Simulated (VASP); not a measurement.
**PdAl (relaxed from the rock salt structure, space group Fm-3m): computed properties**

These are r2SCAN meta-GGA, VASP's PBE PAW potentials (set 64) (plane waves; VASP) values and carry that method's errors.

| Quantity | Result |
|---|---|
| space group | Fm-3m (225) |
| cell | a = b = c = 5.0878 Å, α = β = γ = 90.00° |
| volume per atom | 16.46 Å³/atom |
| band gap (over mesh and band path) | none (metal, semimetal or under 0.01 eV) |
| density | 6.73 g/cm³ |

AlPd is taken in the cubic space group Fm-3m (No. 225), the rock salt structure, Pearson symbol cF8. Lattice parameters: a = b = c = 5.088 Å, α = β = γ = 90.00°. Pd on 4a has 6 Al at 2.544 Å (octahedral). Al on 4b is surrounded by 6 Pd at 2.544 Å (octahedral). (Neighbours: up to the widest gap in distance over summed covalent radii, below 1.35, at either atom.)
(The calculation used a cell of 2 atoms; values per cell refer to that cell.)

The structure was generated: PdAl was put into the rock salt type (Fm-3m), which need not be its known phase. It was relaxed first, which changed the volume by -26 %. Symmetry was kept, so distortions that lower it aren't found. The electron count is odd and the run is not spin-polarised, which forces a metal.
